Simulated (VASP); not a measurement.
An input for Ansatz (written as the equivalent of a VASP run, and not itself run):

Ansatz 0.2 input:
```yaml
crystal:
  lattice:
    - [-1.5929842, 1.5929842, 1.5929842]
    - [1.5929842, -1.5929842, 1.5929842]
    - [1.5929842, 1.5929842, -1.5929842]
  atoms:
    - { symbol: W, position: [0.0000000, 0.0000000, 0.0000000] }
kpoints:
  mp_grid: { grid: [14, 14, 14] }
hamiltonian:
  xc: pbe
  pseudopotentials: { kind: paw }
scf:
  occupations: { method: methfessel_paxton, width: 0.1 }
  max_iter: 100
relax:
  max_steps: 60
  f_tol: 0.01
  cell: {}
output: { forces: true, stress: true, eigenvalues: true }
```

Problem. Translate this input to VASP (INCAR, KPOINTS, POSCAR, choice of POTCAR).

Solution. One answer among several that fit: 
POSCAR:
```
W
1
   -1.5929841667     1.5929841667     1.5929841667
    1.5929841667    -1.5929841667     1.5929841667
    1.5929841667     1.5929841667    -1.5929841667
W
1
Direct
  0.0000000000   0.0000000000   0.0000000000
```

### INCAR
```
ALGO=Normal
EDIFF=1E-6
EDIFFG=-0.01
ENCUT=520
GGA=PE
IBRION=2
ISIF=3
ISMEAR=1
LASPH=.True.
LCHARG=.False.
LMAXMIX=6
LREAL=.False.
LWAVE=.False.
NELM=100
NSW=60
PREC=Accurate
SIGMA=0.1
SYSTEM=W
```

KPOINTS:
```
Automatic mesh
0
Gamma
14 14 14
0 0 0
```

POTCAR, in this order: W_sv (PBE.64 set). Program: vasp_std.

What does not carry over: each code has its own PAW files, so the cut-off isn't converted (ENCUT is set for VASP's; basis.ecutwfc is left out, and Ansatz then takes the one that its files recommend); Ansatz stops its SCF on the density residual and VASP on the energy change (EDIFF).

The compound is W in the bcc structure. This run relaxes it. Symmetry was kept, so distortions that lower it aren't found. The start is the result of an earlier pass.
